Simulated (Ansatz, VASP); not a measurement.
## Cross-check of Nb2NF2 between VASP and Ansatz

Aim: how closely do two programs agree when they are given the same cell, functional and k mesh? The structure shown is the start of the Ansatz relaxation below; VASP solves that cell, so the two are compared at the walk's first step.

Calculated with Ansatz 0.2.0; plane waves, with VASP 6.6.1 beside it; single point at PBE.

**1. Starting point**

The cell holds 10 atoms: 2 N, 4 Nb and 4 F. Its edges and angles: a = 3.274 Å, b = 5.670 Å, c = 33.200 Å, α = 90.0°, β = 90.0°, γ = 90.0°. It derives from Nb2NF2. Vacuum lies along c.

**2. Ansatz: relaxation, PBE**

Ansatz runs on its default PAW (the set named soft_2) files.

The two programs are compared at the cell with which this relaxation starts, whose forces are those of its first step.

The input, input.yaml:

```yaml
crystal:
  lattice:
    - [3.2735700569, 0.0, 0.0]
    - [0.0, 5.6699896606, 0.0]
    - [0.0, 0.0, 33.2]
  atoms:
    - { symbol: "N", position: [0.0, 0.0081279712, 0.3076843031] }
    - { symbol: "N", position: [0.5, 0.4918720288, 0.2947253355] }
    - { symbol: Nb, position: [1.0, 0.3473707936, 0.3315869611] }
    - { symbol: Nb, position: [0.5, 0.819295873, 0.3320709654] }
    - { symbol: Nb, position: [0.5, 0.1526292064, 0.2708226775] }
    - { symbol: Nb, position: [1.0, 0.680704127, 0.2703386732] }
    - { symbol: F, position: [0.5, 0.1683687127, 0.3694209404] }
    - { symbol: F, position: [1.0, 0.6649646207, 0.3735883904] }
    - { symbol: F, position: [1.0, 0.3316312873, 0.2329886982] }
    - { symbol: F, position: [0.5, 0.8350353793, 0.2288212482] }
  periodic: [true, true, false]
kpoints:
  mp_grid: { grid: [12, 6, 1] }
hamiltonian:
  xc: pbe
scf:
  occupations: { method: methfessel_paxton, width: 0.15 }
output:
  forces: true
  stress: true
  eigenvalues: true
  write_density: true
  write_potential: true
  elf: true
  volumetric_format: npy
relax:
  adjacent_minimum: "off"
  f_tol: 0.002
  max_steps: 120
  cell: { stress_2d_tol: 0.005 }
```

Command:

```sh
> ansatz run input.yaml --threads 8 --pin off --max-ram 14336MiB --backend cpu --events-out ev --progress --plain --runs-dir out
```

Numbers of over 12 decimals in the logs are rounded to 6 here.

The log of the run:

```text
Engine: ansatz 0.2.0, aarch64-unknown-linux-gnu
Pseudopotentials: kind: paw
Pseudopotential: N, paw, valence charge 5, recommended cutoff 420 eV (normal), N.paw.azcp
Pseudopotential: Nb, paw, valence charge 13, recommended cutoff 420 eV (normal), Nb.paw.azcp
Pseudopotential: F, paw, valence charge 7, recommended cutoff 420 eV (normal), F.paw.azcp
Functional definition: PBE
  parameter kappa = 0.804
  parameter beta = 0.066725
  exchange = pbe_x(kappa = kappa, mu = beta*pi^2/3)
  correlation = pbe_c(beta = beta)
Crystal: 10 atoms, lattice volume = 616.229 Å³
Basis set: ecut = 420 eV, 12075 PW (Γ), exchange–correlation on 48×80×450 points (8 copies of the dense FFT grid, shifted against one another)
Bands: 55, of which v1, the nominal top of the filled ones, is band 45 counted from 1 (44 counted from 0)
Symmetry: 4 space group operations
Space group: P21/m (ITA 11), of the structure as read, at distance tolerance 8.5e-5 Å
k-points: 28 of 72
Non-local potential: N, projectors of the file, l = 0: 2, l = 1: 2, l = 2: 1
Non-local potential: Nb, projectors of the file, l = 0: 3, l = 1: 2, l = 2: 2, l = 3: 1
Non-local potential: F, projectors of the file, l = 0: 2, l = 1: 2, l = 2: 1
PAW form: soft (Blöchl's): semilocal exchange-correlation on the pseudo side does not see the compensation charge
PAW one-centre angular grid: N, 110 points (default); XC on 64 Gauss nodes
PAW one-centre angular grid: Nb, 590 points (default); XC on 64 Gauss nodes
PAW one-centre angular grid: F, 110 points (default); XC on 64 Gauss nodes
Initial density: superposition of atomic densities (neutral atoms: chi_scale 0, normalization atom), corrected by the library's trained network
Initial wavefunctions: pseudopotential atomic-orbital guess
Functional: x = pbe(κ = 0.804, μ = 0.219515), c = pbe(β = 0.066725)
SCF iter   1: F=—  HF=-22217.176843 eV  |F-HF|=—  |Δ(HF+E_count)|=         —  Δρ=4.62e-3  dr2=7.93e-2  ethr=1.77e-3  ⟨swp⟩=11.0  Hψ=9613  notcnv=0
preconditioner: auto → LDOS  [metal: Δε(μ)=0.014 eV  Ē_g=8.316 eV  σ=0.150 eV  W_gap=0.08  n_scr=64 (ndim 8)  ℏωp=10.6 eV  f_vac=0.784  D(μ)=3.41/eV (n_scr^D=10)  β→1.0]
SCF iter   2: F=—  HF=-22217.185067 eV  |F-HF|=—  |Δ(HF+E_count)|=   8.22e-3  S|Δr|=    0.00e0  Δρ=2.36e-3  dr2=3.29e-2  ethr=8.81e-5  ⟨swp⟩=3.8  Hψ=4191  notcnv=0  defer=16
SCF iter   3: F=—  HF=-22217.176770 eV  |F-HF|=—  |Δ(HF+E_count)|=   8.30e-3  S|Δr|=    0.00e0  Δρ=7.67e-4  dr2=3.13e-3  ethr=3.66e-5  ⟨swp⟩=3.2  Hψ=3432  notcnv=0  defer=16
SCF iter   4: F=—  HF=-22217.176211 eV  |F-HF|=—  |Δ(HF+E_count)|=   5.59e-4  S|Δr|=    0.00e0  Δρ=1.89e-4  dr2=1.44e-4  ethr=3.48e-6  ⟨swp⟩=3.3  Hψ=3300  notcnv=0  defer=16
SCF iter   5: F=—  HF=-22217.176216 eV  |F-HF|=—  |Δ(HF+E_count)|=   4.75e-6  S|Δr|=    0.00e0  Δρ=4.88e-5  dr2=1.09e-5  ethr=1.60e-7  ⟨swp⟩=3.4  Hψ=3500  notcnv=0  defer=16
SCF iter   6: F=—  HF=-22217.175975 eV  |F-HF|=—  |Δ(HF+E_count)|=   2.41e-4  S|Δr|=    0.00e0  Δρ=1.46e-5  dr2=1.09e-6  ethr=1.21e-8  ⟨swp⟩=3.1  Hψ=3466  notcnv=0  defer=10
SCF iter   7: F=—  HF=-22217.175978 eV  |F-HF|=—  |Δ(HF+E_count)|=   2.81e-6  S|Δr|=    0.00e0  Δρ=5.20e-6  dr2=1.43e-7  ethr=1.21e-9  ⟨swp⟩=4.0  Hψ=3761  notcnv=0  defer=10
iter 8 did not close the SCF: its close was put off until two iterations running show no level that it waits for move by more than its bar (scf_convergence_deferred on its scf_iter line)
SCF iter   8: F=-22217.175979 eV  HF=-22217.175979 eV  |F-HF|=9.35e-8  |Δ(HF+E_count)|=   5.27e-7  S|Δr|=    0.00e0  Δρ=1.21e-6  dr2=5.09e-9  ethr=1.11e-10  ⟨swp⟩=28.8  Hψ=18748  notcnv=0
iter 9 did not close the SCF: its close was put off until two iterations running show no level that it waits for move by more than its bar (scf_convergence_deferred on its scf_iter line)
SCF iter   9: F=-22217.175979 eV  HF=-22217.175979 eV  |F-HF|=1.69e-8  |Δ(HF+E_count)|=   7.85e-8  S|Δr|=    0.00e0  Δρ=3.78e-7  dr2=5.17e-10  ethr=5.66e-12  ⟨swp⟩=11.6  Hψ=13907  notcnv=0
SCF iter  10: F=-22217.175979 eV  HF=-22217.175979 eV  |F-HF|=1.35e-9  |Δ(HF+E_count)|=   1.56e-8  S|Δr|=    0.00e0  Δρ=1.28e-7  dr2=5.91e-11  ethr=1.00e-12  ⟨swp⟩=10.9  Hψ=12868  notcnv=0
SCF 1 converged in 10 iterations: F = -22217.175979 eV  dr2 = 5.91e-11
  greatest PAW one-centre occupation: 0.998 electrons in one spin orbital (limit 2), on the Nb atom at site 5 (counted from 0), in its partial waves of l = 0
relax step   1: F+E_penalty+E_count = -22217.17597861 eV  Δ(F+E_penalty+E_count) = +0.000e0 eV  max|allowed force component| = 6.829e-1 eV/Å  Δτ_max = 0.0000 Å  P = -1.622 N/m  Ω = 616.229 Å³  fix = [c, alpha, beta]  reactions: c +0.000 N/m; alpha +0.000 N/m/rad  (10 SCF iters, dr2 threshold 1.00e-7 eV, accepted)
Crystal: 10 atoms, lattice volume = 592.636 Å³
Basis set: ecut = 420 eV, 11691 PW (Γ), exchange–correlation on 48×80×450 points (8 copies of the dense FFT grid, shifted against one another)
[...]
SCF iter   9: F=-22217.344509 eV  HF=-22217.344509 eV  |F-HF|=0.00e0  |Δ(HF+E_count)|=  1.02e-10  S|Δr|=    0.00e0  Δρ=3.11e-9  dr2=2.90e-14  ethr=1.00e-12  ⟨swp⟩=12.2  Hψ=9294  notcnv=0
SCF 18 converged in 9 iterations: F = -22217.344509 eV  dr2 = 2.90e-14
relax step  18: F+E_penalty+E_count = -22217.34450870 eV  Δ(F+E_penalty+E_count) = +3.639e-5 eV  max|allowed force component| = 4.818e-4 eV/Å  Δτ_max = 0.0000 Å  P = -0.001 N/m  Ω = 590.324 Å³  fix = [c, alpha, beta]  reactions: c +0.000 N/m; alpha +0.000 N/m/rad  stress off target by 1.25e-3 N/m on what of the cell is left free  SCF on the basis re-selected at this cell (its energy is not comparable with the rows above)  (9 SCF iters)
basis re-selected at this cell: Δ(F+E_penalty+E_count) = +3.639e-5 eV, ΔP = -0.000 N/m vs the last step (what re-selecting the basis moved, of the pressure what is left beyond the Pulay correction that the steps carried, after the strain that the cell walked since its last selection, with what the two solves' SCF thresholds leave and, on support functions, any second-order correction that the steps lacked; it is no m [...]
WARN: The output density's exchange-correlation potential varies sharply where the density is thin. Do not read a vacuum level from v_tot or v_xc, or from such a field of the output density. On a cell that repeats whose density bears no net charge and no dipole along the vacuum's axis use v_es (v_loc + v_h of the components); under efield.dipole_correction with no amplitude use v_es + v_field, which holds any externa [...]
SCF converged after 9 iterations
Stability not checked: this state was not tested for a lower state beside it, because cold or Methfessel-Paxton smearing, or corrected tetrahedra, fill the levels in a way that the test cannot read (fill_not_monotonic; see scf.lower_state_search)
Free energy (F): -22217.344509 eV
Harris-Foulkes:  -22217.344509 eV  (|F-HF|=0.00e0)
Internal energy: -22217.346698 eV  (E = F + TS)
E sigma→0 (E₀):  -22217.345056 eV
Entropy (-TS):   0.002190 eV (0.219 meV/atom)
Fermi energy:    -4.137027 eV
--- Per-component energies (eV) ---
  E_band       = -2137.812213
  E_kinetic    = 2671.567381
  E_local      = -269785.058686  (includes V_loc(G=0)·N_el)
  E_nonlocal   = 864.440526
  E_hartree    = 133128.473307
  E_xc         = -1142.672653
  E_vxc        = -1415.535966  (∫ρ·V_xc dr)
  E_paw        = -13349.143119  (= ΣΔE_a)
  E_vpaw       = -730.180557  (= ΣTr[D̂ρ^β])
  E_aug_tail   = 0.008467  (compensation charges beyond the density's cutoff)
  E_ewald      = 125395.038078
  E_smearing   = 0.002190  (= −TS)
  E_closure    = 0.000000  (closes the sum)
  Σ components = -22217.344509   (vs F -22217.344509, Δ=0.00e0)
--- Forces (eV/Å), atoms counted from 1 ---
  atom   1  N      0.00000000     0.00048182    -0.00003234
  atom   2  N     -0.00000000    -0.00048182     0.00003234
  atom   3  Nb    -0.00000000    -0.00002704    -0.00011101
  atom   4  Nb    -0.00000000     0.00001610     0.00036254
  atom   5  Nb     0.00000000     0.00002704     0.00011101
  atom   6  Nb     0.00000000    -0.00001610    -0.00036254
  atom   7  F     -0.00000000     0.00019684    -0.00029326
  atom   8  F      0.00000000    -0.00008401    -0.00011318
  atom   9  F      0.00000000    -0.00019684     0.00029326
  atom  10  F     -0.00000000     0.00008401     0.00011318
  max |Σ_I F_I| component: 4.07e-20 eV/Å
--- 2D stress c σ (N/m, compression-positive) ---
       -0.001255      -0.000000       0.000000
       -0.000000       0.000140      -0.000000
        0.000000      -0.000000       0.000000
  P = ½ c Tr σ = -0.0006 N/m
--- Band table (eV; the first three rows and the last of 28) ---
  k-point 0: bands = [... 41 lower, -6.0951, -5.7617, -4.8892, -4.1886, -4.1600, -3.3505, -3.0481, -3.0374, ... 6 higher]
  k-point 1: bands = [... 41 lower, -6.0094, -5.9917, -4.9259, -4.7032, -3.8766, -3.4955, -3.0182, -2.9700, ... 6 higher]
  k-point 2: bands = [... 41 lower, -6.3519, -5.7370, -5.1594, -4.9201, -4.6005, -3.2310, -3.1361, -3.0255, ... 6 higher]
  k-point 27: bands = [... 41 lower, -7.5445, -3.8036, -3.8036, -3.5413, -3.5413, -3.3285, -3.3285, -2.1302, ... 6 higher]
--- Relaxed structure (15 steps of the walk, 14 accepted, 3 SCFs on fresh bases) ---
  F+E_penalty+E_count = -22217.34450870 eV   max|allowed force component| = 4.818e-4 eV/Å   (the final SCF, on the basis selected at the relaxed cell)
  cell:  # Å, volume = 590.3235 Å³
    - [3.219440, 0.0, 0.0]
    - [0.0, 5.522958, 0]
    - [0.0, 0, 33.2]
  atoms:
    - { symbol: N, position: [0, 0.010397, 0.310186] }
    - { symbol: N, position: [0.500000, 0.489603, 0.292223] }
    - { symbol: Nb, position: [1.000000, 0.364772, 0.332635] }
    - { symbol: Nb, position: [0.500000, 0.811352, 0.334343] }
    - { symbol: Nb, position: [0.500000, 0.135228, 0.269774] }
    - { symbol: Nb, position: [1.000000, 0.688648, 0.268066] }
    - { symbol: F, position: [0.500000, 0.179568, 0.370456] }
    - { symbol: F, position: [1.000000, 0.671090, 0.377143] }
    - { symbol: F, position: [1.000000, 0.320432, 0.231954] }
    - { symbol: F, position: [0.500000, 0.828910, 0.225267] }
```

[end of part 1 of 2]

[Lines on the potential files, build, host, timing and source positions are cut from VASP's logs without a mark.]

[Logs are printed without paths, hosts, clocks, repeated set-up lines and the standing remarks that a program may print on its own settings, such as how far it seeks lower states.]

[Hosts, paths, dates, database ids (printed as entryN), source tags and the programs' standing remarks are cut or masked in the printed files.]
